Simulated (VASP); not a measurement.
Data:

```
Sb
1.0
    3.89490    -2.16613    -0.02745
    3.89490     2.16613    -0.02745
    2.71531     0.00000     3.53415
Sb
2
Direct
  0.23554   0.23554   0.23554
  0.76446   0.76446   0.76446
```

These are PBEsol GGA, VASP's PBE PAW potentials (set 64) (plane waves; VASP) values and carry that method's errors. Numerical set-up: 480 eV cut-off, 8×8×8 Γ-centred mesh, Gaussian smearing of 0.050 eV, potentials Sb.

Each relaxation starts from this cell; other phases were not tried.

Question: The cell is relaxed at 5 GPa. What happens?

Answer: The volume per atom goes from 29.98 to 27.34 Å³ (-8.8 %), and the cell becomes a = 4.2362 Å, b = 4.2362 Å, c = 10.5550 Å, α = 90.00°, β = 90.00°, γ = 120.00°, space group R-3m.

Question: The cell is relaxed at 10 GPa. What happens?

Answer: The volume per atom goes from 29.98 to 25.61 Å³ (-14.6 %), and the cell becomes a = 4.180 Å, b = 4.180 Å, c = 10.154 Å, α = 90.00°, β = 90.00°, γ = 120.00°, space group R-3m.

Failed runs are left out, and for metals the shear rows, which the mesh's noise covers.

The compound is Sb in the a7 structure.
